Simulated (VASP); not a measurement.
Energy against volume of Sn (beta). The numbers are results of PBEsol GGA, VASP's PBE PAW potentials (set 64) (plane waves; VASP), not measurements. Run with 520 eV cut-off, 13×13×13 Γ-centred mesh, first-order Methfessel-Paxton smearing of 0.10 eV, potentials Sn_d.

Shape and ions are relaxed at each volume.

```
V (Å³/atom)  E (eV/atom)
-----------  -----------
25.213          -4.24159
26.018          -4.25689
26.822          -4.26192
27.627          -4.25830
```

**Question.** Fit these four points and predict the energy of the run at 28.432 Å³/atom.

**Answer.** A cubic in V^(−2/3), the third-order Birch-Murnaghan form, passes through the four points with V0 = 26.87 Å³/atom and B0 = 57 GPa, and gives -4.2474 eV/atom there. The run gave -4.2474 eV/atom, -0.0 meV/atom from the fit; all five points give B0 = 57 GPa.

The compound is Sn in the beta structure. It was relaxed first.
